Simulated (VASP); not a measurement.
Elastic constants (GPa) of a crystal from PBEsol GGA, VASP's PBE PAW potentials (set 64) (VASP 6.6.1):

|  | xx | yy | zz | yz | xz | xy |
|---|---|---|---|---|---|---|
| xx | 196.2 | 132.8 | 132.8 | 0.0 | 0.0 | 0.0 |
| yy | 132.8 | 196.2 | 132.8 | 0.0 | 0.0 | 0.0 |
| zz | 132.8 | 132.8 | 196.2 | 0.0 | 0.0 | 0.0 |
| yz | 0.0 | 0.0 | 0.0 | 70.3 | 0.0 | 0.0 |
| xz | 0.0 | 0.0 | 0.0 | 0.0 | 70.3 | 0.0 |
| xy | 0.0 | 0.0 | 0.0 | 0.0 | 0.0 | 70.3 |

Finite-difference elastic constants of metals are sensitive to mesh and smearing; shear constants can be off by tens of GPa.

Question: Work out the Voigt, Reuss and Hill moduli, Young's modulus and Poisson's ratio.

Answer: All eigenvalues are positive (smallest 63.4 GPa), so the crystal is stable. K_V = (C11+C22+C33+2(C12+C13+C23))/9 = (588.6 + 2×398.4)/9 = 153.9 GPa; G_V = (588.6 − 398.4 + 3×210.9)/15 = 54.9 GPa. From the compliances, K_R = 153.9 GPa and G_R = 47.3 GPa. Hill: K = 153.9 GPa, G = 51.1 GPa, E = 9KG/(3K+G) = 137.9 GPa, ν = (3K−2G)/(2(3K+G)) = 0.351. K/G = 3.01, above Pugh's 1.75; universal anisotropy A^U = 0.80.

Question: With a density of 4.85 g/cm³, what are the mean sound speeds?

Answer: v_l = √((K+4G/3)/ρ) = 6.76 km/s and v_t = √(G/ρ) = 3.24 km/s. The crystal is NiSi2 (fluorite), cubic.

The compound is NiSi2 in the fluorite structure. It was relaxed first. The run is not spin-polarised, so no magnetic state was tried.
